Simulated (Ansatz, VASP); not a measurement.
**Cross-check of Si3Ge9H14 between VASP and Ansatz**

Aim: how closely do two programs agree when they are given the same cell, functional and k mesh? The structure shown is frame 49 of Ansatz's trajectory.

Method: plane waves, with VASP 6.6.1 beside it; single point at PBEsol, in Ansatz 0.2.0.

## 1. The structure

The cell holds 78 atoms: 9 Si, 27 Ge and 42 H. Its edges and angles: a = 16.499 Å, b = 17.143 Å, c = 20.789 Å, α = 90.0°, β = 90.0°, γ = 90.0°. It derives from Ge (diamond-structure). As first built, before any earlier steps moved the atoms (in the runner's words): round section of size parameter 3.53 A cut from diamond-structure Ge (a = 5.658 A) along [112], 3 periods, broken bonds capped with H, Si core of radius 1.94 A. Vacuum lies along a and b. The structure's axis is c.

## 2. Ansatz: dynamics, PBEsol

Ansatz runs on its default PAW (the set named soft_2) files.

One frame of this run of dynamics is then solved in both programs, so the motion causes no difference.

input.yaml reads:

```yaml
crystal:
  lattice:
    - [16.49929, 0.0, 0.0]
    - [0.0, 17.14331, 0.0]
    - [0.0, 0.0, 20.78882]
  atoms:
    - { symbol: Si, position: [0.50051, 0.57212, 0.05296] }
    - { symbol: Ge, position: [0.49756, 0.62057, 0.16645] }
    - { symbol: Ge, position: [0.37858, 0.38322, 0.11091] }
    - { symbol: Ge, position: [0.37778, 0.4289, 0.22242] }
    - { symbol: Ge, position: [0.37976, 0.57097, 0.2218] }
    - { symbol: Ge, position: [0.37902, 0.61895, 0.0013] }
    - { symbol: Si, position: [0.49849, 0.38155, 0.27877] }
    - { symbol: Si, position: [0.50033, 0.42917, 0.05427] }
    - { symbol: Si, position: [0.50195, 0.57146, 0.38887] }
    - { symbol: Ge, position: [0.50078, 0.61946, 0.49995] }
    - { symbol: Ge, position: [0.37896, 0.38205, 0.44488] }
    - { symbol: Ge, position: [0.37601, 0.42911, 0.55442] }
    - { symbol: Ge, position: [0.37738, 0.57138, 0.55439] }
    - { symbol: Ge, position: [0.37851, 0.62083, 0.33352] }
    - { symbol: Si, position: [0.50005, 0.38231, 0.61107] }
    - { symbol: Si, position: [0.49973, 0.42859, 0.38907] }
    - { symbol: Si, position: [0.49975, 0.57127, 0.72273] }
    - { symbol: Ge, position: [0.5002, 0.61806, 0.83294] }
    - { symbol: Ge, position: [0.3745, 0.3794, 0.77773] }
    - { symbol: Ge, position: [0.37869, 0.4264, 0.88636] }
    - { symbol: Ge, position: [0.37719, 0.57165, 0.89136] }
    - { symbol: Ge, position: [0.3783, 0.61903, 0.66425] }
    - { symbol: Si, position: [0.49765, 0.38054, 0.94301] }
    - { symbol: Si, position: [0.49863, 0.42894, 0.72245] }
    - { symbol: Ge, position: [0.62145, 0.38071, 0.11088] }
    - { symbol: Ge, position: [0.62051, 0.42817, 0.22157] }
    - { symbol: Ge, position: [0.62317, 0.57101, 0.22188] }
    - { symbol: Ge, position: [0.61978, 0.61945, 0.99876] }
    - { symbol: Ge, position: [0.61902, 0.38178, 0.44421] }
    - { symbol: Ge, position: [0.62028, 0.42767, 0.55486] }
    - { symbol: Ge, position: [0.62081, 0.56913, 0.55505] }
    - { symbol: Ge, position: [0.62076, 0.61944, 0.33423] }
    - { symbol: Ge, position: [0.62089, 0.38136, 0.77837] }
    - { symbol: Ge, position: [0.62187, 0.42726, 0.89007] }
    - { symbol: Ge, position: [0.62029, 0.57224, 0.88993] }
    - { symbol: Ge, position: [0.61902, 0.61937, 0.66572] }
    - { symbol: H, position: [0.4991, 0.70805, 0.16522] }
    - { symbol: H, position: [0.30338, 0.41103, 0.07762] }
    - { symbol: H, position: [0.37868, 0.29166, 0.10943] }
    - { symbol: H, position: [0.30274, 0.39873, 0.25453] }
    - { symbol: H, position: [0.30368, 0.60104, 0.18689] }
    - { symbol: H, position: [0.37964, 0.7075, 0.00025] }
    - { symbol: H, position: [0.30181, 0.59, 0.0344] }
    - { symbol: H, position: [0.49842, 0.29431, 0.27838] }
    - { symbol: H, position: [0.50032, 0.70816, 0.50003] }
    - { symbol: H, position: [0.30319, 0.40945, 0.41] }
    - { symbol: H, position: [0.37778, 0.29189, 0.44377] }
    - { symbol: H, position: [0.30217, 0.40011, 0.59047] }
    - { symbol: H, position: [0.30387, 0.6033, 0.52056] }
    - { symbol: H, position: [0.37986, 0.70977, 0.33306] }
    - { symbol: H, position: [0.30236, 0.58912, 0.36915] }
    - { symbol: H, position: [0.50134, 0.29311, 0.6099] }
    - { symbol: H, position: [0.50001, 0.70983, 0.83483] }
    - { symbol: H, position: [0.30249, 0.41131, 0.74321] }
    - { symbol: H, position: [0.37843, 0.29148, 0.77669] }
    - { symbol: H, position: [0.30329, 0.39865, 0.92411] }
    - { symbol: H, position: [0.30245, 0.60209, 0.85317] }
    - { symbol: H, position: [0.37872, 0.70666, 0.66808] }
    - { symbol: H, position: [0.30384, 0.58929, 0.70138] }
    - { symbol: H, position: [0.50106, 0.29387, 0.94286] }
    - { symbol: H, position: [0.62358, 0.29099, 0.11143] }
    - { symbol: H, position: [0.69739, 0.41125, 0.07505] }
    - { symbol: H, position: [0.6955, 0.39884, 0.2572] }
    - { symbol: H, position: [0.6971, 0.60073, 0.18892] }
    - { symbol: H, position: [0.62043, 0.708, 0.99722] }
    - { symbol: H, position: [0.69673, 0.58917, 0.03506] }
    - { symbol: H, position: [0.69576, 0.40986, 0.41067] }
    - { symbol: H, position: [0.62048, 0.29286, 0.4454] }
    - { symbol: H, position: [0.698, 0.39991, 0.59153] }
    - { symbol: H, position: [0.69847, 0.60097, 0.52174] }
    - { symbol: H, position: [0.69933, 0.58833, 0.36824] }
    - { symbol: H, position: [0.62056, 0.70835, 0.33225] }
    - { symbol: H, position: [0.69622, 0.4118, 0.74421] }
    - { symbol: H, position: [0.62053, 0.29293, 0.77725] }
    - { symbol: H, position: [0.69581, 0.39816, 0.92338] }
    - { symbol: H, position: [0.69788, 0.60293, 0.8539] }
    - { symbol: H, position: [0.69627, 0.58776, 0.70195] }
    - { symbol: H, position: [0.62277, 0.71006, 0.6668] }
kpoints:
  mp_grid: { grid: [1, 1, 1] }
hamiltonian:
  xc: pbesol
scf:
  occupations: { method: fermi_dirac, width: 0.078 }
output:
  forces: true
md:
  timestep: 0.5
  n_steps: 148
  ensemble: nvt_nose_hoover
  temperature: 900
  initial_velocities: maxwell_boltzmann
  seed: 7568
```

Command:

```
> ansatz run input.yaml --threads 8 --pin off --max-ram 15872MiB --backend cpu --events-out ev --progress --plain --runs-dir out
```

Numbers of over 12 decimals in the logs are rounded to 6 here.

What it wrote:

```text
Warning: md: disabling space-group detection — thermal motion breaks the input geometry's symmetry, so no spatial operation reduces the k-mesh or symmetrises the density; time reversal is kept, so that k and −k are solved as one point where they differ and the mesh holds both, and exact exchange and, on two spinor components, a DFT+U term hold to it where the run has them: on two components no moment then forms, and  [...]
Engine: ansatz 0.2.0, aarch64-unknown-linux-gnu
Pseudopotentials: kind: paw
Pseudopotential: Si, paw, valence charge 4, recommended cutoff 420 eV (normal), Si.paw.azcp
Pseudopotential: Ge, paw, valence charge 14, recommended cutoff 420 eV (normal), Ge.paw.azcp
Pseudopotential: H, paw, valence charge 1, recommended cutoff 420 eV (normal), H.paw.azcp
Functional definition: PBEsol
  exchange = pbesol_x
  correlation = pbesol_c
Crystal: 78 atoms, lattice volume = 5880.169 Å³
Basis set: ecut = 420 eV, 114891 PW (Γ), exchange–correlation on 240×240×288 points (8 copies of the dense FFT grid, shifted against one another)
Bands: 306, of which v1, the nominal top of the filled ones, is band 228 counted from 1 (227 counted from 0)
Symmetry: 1 space group operations
k-points: 1
Non-local potential: Si, projectors of the file, l = 0: 2, l = 1: 2, l = 2: 2
Non-local potential: Ge, projectors of the file, l = 0: 2, l = 1: 2, l = 2: 3, l = 3: 1
Non-local potential: H, projectors of the file, l = 0: 2, l = 1: 1
PAW form: soft (Blöchl's): semilocal exchange-correlation on the pseudo side does not see the compensation charge
PAW frozen core: Si, regenerated for the run's functional, and the local potential with it (the file was generated under x = pbe(κ = 0.804, μ = 0.219515), c = pbe(β = 0.066725))
PAW frozen core: Ge, regenerated for the run's functional, and the local potential with it (the file was generated under x = pbe(κ = 0.804, μ = 0.219515), c = pbe(β = 0.066725))
PAW one-centre angular grid: Si, 110 points (default); XC on 64 Gauss nodes
PAW one-centre angular grid: Ge, 590 points (default); XC on 64 Gauss nodes
PAW one-centre angular grid: H, 110 points (default); XC on 64 Gauss nodes
Initial density: superposition of atomic densities (neutral atoms: chi_scale 0, normalization atom), corrected by the library's trained network
Initial wavefunctions: pseudopotential atomic-orbital guess
Functional: x = pbesol(κ = 0.804, μ = 0.123457), c = pbesol(β = 0.046)
SCF iter   1: F=—  HF=-121083.463467 eV  |F-HF|=—  |Δ(HF+E_count)|=         —  Δρ=2.16e-3  dr2=4.11e-1  ethr=1.77e-3  ⟨swp⟩=8.0  Hψ=1476  notcnv=0  defer=5
preconditioner: auto → Resta (q_TF=auto, 1.782 Å⁻¹)  ε∞=1.5  [insulator: Δε(μ)=3.166 eV  Ē_g=9.008 eV  σ=0.078 eV  W_gap=1.00  n_scr=558 (ndim 8)  ℏωp=6.6 eV  f_vac=0.751  D(μ)=0.00/eV (n_scr^D=0)  ε∞_Penn≈1.5  vacuum switching on, ρ_ref=5.9e-3 e/Å³]
SCF iter   2: F=—  HF=-121083.394708 eV  |F-HF|=—  |Δ(HF+E_count)|=   6.88e-2  Δρ=7.72e-4  dr2=5.20e-2  ethr=9.00e-5  ⟨swp⟩=2.0  Hψ=446  notcnv=0  defer=57
SCF iter   3: F=—  HF=-121083.403267 eV  |F-HF|=—  |Δ(HF+E_count)|=   8.56e-3  Δρ=3.11e-4  dr2=1.03e-2  ethr=1.14e-5  ⟨swp⟩=2.0  Hψ=477  notcnv=0  defer=57
SCF iter   4: F=—  HF=-121083.409245 eV  |F-HF|=—  |Δ(HF+E_count)|=   5.98e-3  Δρ=9.76e-5  dr2=9.99e-4  ethr=2.27e-6  ⟨swp⟩=2.0  Hψ=311  notcnv=0  defer=57
SCF iter   5: F=—  HF=-121083.410423 eV  |F-HF|=—  |Δ(HF+E_count)|=   1.18e-3  Δρ=4.26e-5  dr2=4.12e-4  ethr=2.19e-7  ⟨swp⟩=2.0  Hψ=476  notcnv=0  defer=57
SCF iter   6: F=—  HF=-121083.410346 eV  |F-HF|=—  |Δ(HF+E_count)|=   7.70e-5  Δρ=1.40e-5  dr2=1.96e-5  ethr=9.03e-8  ⟨swp⟩=3.0  Hψ=477  notcnv=0  defer=57
SCF iter   7: F=—  HF=-121083.410663 eV  |F-HF|=—  |Δ(HF+E_count)|=   3.17e-4  Δρ=6.35e-6  dr2=5.38e-6  ethr=4.29e-9  ⟨swp⟩=2.0  Hψ=399  notcnv=0  defer=57
SCF iter   8: F=—  HF=-121083.410669 eV  |F-HF|=—  |Δ(HF+E_count)|=   5.26e-6  Δρ=1.95e-6  dr2=2.45e-7  ethr=1.18e-9  ⟨swp⟩=2.0  Hψ=342  notcnv=0  defer=57
SCF iter   9: F=-121083.410670 eV  HF=-121083.410670 eV  |F-HF|=7.25e-8  |Δ(HF+E_count)|=   1.41e-6  Δρ=5.70e-7  dr2=3.57e-8  ethr=1.71e-11  ⟨swp⟩=4.0  Hψ=858  notcnv=0
SCF 1 converged in 9 iterations: F = -121083.410670 eV  dr2 = 3.57e-8
  greatest PAW one-centre occupation: 0.998 electrons in one spin orbital (limit 2), on the Ge atom at site 18 (counted from 0), in its partial waves of l = 2
md step     0: t =     0.00 fs  T =   900.0 K  F+E_penalty+E_count = -121083.41067004 eV  E_kin = 8.957718 eV  conserved = -121074.45295211 eV  (9 SCF iters)
[... from here on, the SCF cycles and remarks between the steps are left out ...]
md step   142: t =    71.00 fs  T =   479.9 K  F+E_penalty+E_count = -121078.26404045 eV  E_kin = 4.776884 eV  conserved = -121074.43942262 eV  (4 SCF iters)
md step   143: t =    71.50 fs  T =   468.8 K  F+E_penalty+E_count = -121078.14405306 eV  E_kin = 4.665583 eV  conserved = -121074.43949534 eV  (4 SCF iters)
md step   144: t =    72.00 fs  T =   464.2 K  F+E_penalty+E_count = -121078.09007538 eV  E_kin = 4.619723 eV  conserved = -121074.43999063 eV  (3 SCF iters)
md step   145: t =    72.50 fs  T =   465.3 K  F+E_penalty+E_count = -121078.09395463 eV  E_kin = 4.631488 eV  conserved = -121074.44068519 eV  (3 SCF iters)
md step   146: t =    73.00 fs  T =   471.2 K  F+E_penalty+E_count = -121078.14410283 eV  E_kin = 4.689533 eV  conserved = -121074.44143235 eV  (3 SCF iters)
md step   147: t =    73.50 fs  T =   480.4 K  F+E_penalty+E_count = -121078.22787740 eV  E_kin = 4.781348 eV  conserved = -121074.44216871 eV  (4 SCF iters)
md step   148: t =    74.00 fs  T =   491.8 K  F+E_penalty+E_count = -121078.33277927 eV  E_kin = 4.894500 eV  conserved = -121074.44287694 eV  (8 SCF iters)
SCF converged after 8 iterations
Free energy (F): -121078.332779 eV
Harris-Foulkes:  -121078.332779 eV  (|F-HF|=1.81e-8)
Internal energy: -121078.332777 eV  (E = F + TS)
E sigma→0 (E₀):  -121078.332778 eV
Entropy (-TS):   -0.000003 eV (-0.000 meV/atom)
Fermi energy:    -2.414854 eV
--- Per-component energies (eV) ---
  E_band       = -8771.586728
  E_kinetic    = 3891.084635
  E_local      = -230855.790154  (includes V_loc(G=0)·N_el)
  E_nonlocal   = 11667.380148
  E_hartree    = 108846.024436
  E_xc         = -2851.949443
  E_vxc        = -2605.058838  (∫ρ·V_xc dr)
  E_paw        = -57975.987993  (= ΣΔE_a)
  E_vpaw       = -8561.221024  (= ΣTr[D̂ρ^β])
  E_aug_tail   = -0.038479  (compensation charges beyond the density's cutoff)
  E_ewald      = 46175.875750
  E_core_change = 25.068324  (= ΣΔE_core)
  E_smearing   = -0.000003  (= −TS)
  E_closure    = 0.000000  (closes the sum)
  Σ components = -121078.332779   (vs F -121078.332779, Δ=0.00e0)
--- Forces (eV/Å), atoms counted from 1 ---
  atom   1  Si     0.81406827    -0.15671383     0.39174955
  atom   2  Ge    -1.09131899     0.31019278     0.37223431
  atom   3  Ge    -1.69674797     0.49943519     0.26670269
  atom   4  Ge    -0.46133523     0.00035186     1.28388660
  atom   5  Ge     0.32933711     1.45922396    -1.53096728
  atom   6  Ge    -0.66845642    -1.03467660    -0.62923694
  atom   7  Si     0.52146343    -1.26329803    -0.02377457
  atom   8  Si    -0.07429376     1.08289876    -1.14017730
  atom   9  Si     0.62225664     0.17450794     1.12387419
  atom  10  Ge     0.16565702     0.32303794    -1.04648609
  atom  11  Ge     0.34660635     0.00642739     0.54891604
  atom  12  Ge    -2.52933439    -0.25256775    -0.13012173
  atom  13  Ge    -1.04827197    -0.46063471     0.24667992
  atom  14  Ge    -1.41839958     0.00997675    -0.08315028
  atom  15  Si    -0.48885888    -1.07333061     0.52619730
  atom  16  Si    -1.11326761     1.27648929    -1.33277237
  atom  17  Si    -0.40992742     0.22872948    -0.82434322
  atom  18  Ge     0.06012936     0.74832698    -0.00269424
  atom  19  Ge    -1.30242430    -0.14292660    -0.35390698
  atom  20  Ge    -1.18366776    -0.04387476     0.17028508
  atom  21  Ge     0.05238544     0.55296215     0.36004994
  atom  22  Ge    -1.05878199     0.19003915    -0.11589439
  atom  23  Si    -1.00309302    -1.33791743     1.29646711
  atom  24  Si     0.35122861     0.65070532     0.47986529
[...]
atom  71  H      0.13149606    -0.82590298     0.00512930
  atom  72  H     -1.03016876    -0.00577290    -0.31780363
  atom  73  H     -0.72574965    -0.36796940     1.06545615
  atom  74  H      1.27456786     1.55782585    -0.10138620
  atom  75  H     -0.69690239     0.51306532    -0.58726821
  atom  76  H     -1.01976038    -0.47726576     0.15117578
  atom  77  H      0.32040474    -0.08706624     0.58999745
  atom  78  H      0.04520129     0.21655366    -0.22626129
  max |Σ_I F_I| component: 1.87e-5 eV/Å
--- MD trajectory: 148 steps, t = 0.0 → 74.0 fs ---
  final state: T = 491.8 K   F+E_penalty+E_count = -121078.33277927 eV   E_kin = 4.894500 eV
  conserved energy: peak-to-peak 1.514e-2 eV (1.941e-4 eV/atom) over 74.0 fs
```

The column dr2 measures how far the density is from self-consistency, as an energy; F and HF (Harris–Foulkes) agree once it is small.

[end of part 1 of 2]

[Lines on the potential files, build, host, timing and source positions are cut from VASP's logs without a mark.]

[Logs are printed without paths, hosts, clocks, repeated set-up lines and the standing remarks that a program may print on its own settings, such as how far it seeks lower states.]

[Hosts, paths, dates, database ids (printed as entryN), source tags and the programs' standing remarks are cut or masked in the printed files.]
